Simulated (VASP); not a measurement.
**PbSe (space group Fm-3m): computed properties**

Method: PBEsol GGA, VASP's PBE PAW potentials (set 64) (plane waves; VASP 6.6.1).

```json
{
 "space_group": "Fm-3m (225)",
 "cell": "a = 6.100 Å, b = 6.100 Å, c = 6.100 Å, α = 90.00°, β = 90.00°, γ = 90.00°",
 "volume_per_atom": "28.37 Å³/atom",
 "band gap (over mesh and band path)": "0.17 eV",
 "smallest direct gap (over mesh and band path)": "0.17 eV",
 "band_edge_character_without_spin_orbit_coupling": "direct, L to L",
 "band_gap_with_spin_orbit_coupling": "0.21 eV",
 "density": "8.37 g/cm³"
}
```

```xyz
2
Lattice="0.0000 3.0499 3.0499 3.0499 0.0000 3.0499 3.0499 3.0499 0.0000" Properties=species:S:1:pos:R:3 pbc="T T T"
Pb     0.0000     0.0000     0.0000
Se     3.0499     3.0499     3.0499
```

Unless said otherwise, spin-orbit coupling is left out, though it shifts the bands of the heavy elements here.

The structure comes from a measured PbSe entry (Fm-3m) of the Crystallography Open Database, whose conditions weren't checked. It was relaxed first. Symmetry was kept, so distortions that lower it aren't found.
